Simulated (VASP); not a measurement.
Input:

```
CELL_PARAMETERS angstrom
      2.91277     0.00000     0.00000
      0.00000     2.91277     0.00000
      0.00000     0.00000     2.91277
ATOMIC_POSITIONS crystal
  Zn 0.50000 0.50000 0.50000
  Cu 0.00000 0.00000 0.00000
```

These are PBEsol GGA, VASP's PBE PAW potentials (set 64) (plane waves; VASP) values and carry that method's errors. Run with 500 eV cut-off, 12×12×12 Γ-centred mesh, first-order Methfessel-Paxton smearing of 0.10 eV, potentials Zn Cu.

Energy and stress use the plane-wave basis of the starting cell.

### Question
The ions, cell shape and volume at an external pressure of 5.0 GPa are relaxed. Give the cell that the relaxation ends in.

### Answer

```
CELL_PARAMETERS angstrom
      2.88153     0.00000     0.00000
      0.00000     2.88153     0.00000
      0.00000     0.00000     2.88153
ATOMIC_POSITIONS crystal
  Zn 0.50000 0.50000 0.50000
  Cu 0.00000 0.00000 0.00000
```
Space group Pm-3m (221), at a tolerance of 0.03 Å.

### Question
How do energy and volume change from the first to the last step?

### Answer
The energy (σ→0) changes by +6.2 meV/atom and the volume by -3.2 %, in 3 ionic steps.

```csv
step,E(σ→0) (eV),max force (eV/Å),pressure (GPa),volume (Å³)
1,-6.0901,0.000,0.15,24.71
2,-6.0554,0.000,8.76,23.40
3,-6.0778,0.000,5.07,23.93
```

The compound is CuZn in the CsCl type structure. This run relaxes it under an external pressure of 5 GPa. Symmetry was kept, so distortions that lower it aren't found. The electron count is odd and the run is not spin-polarised, which forces a metal.
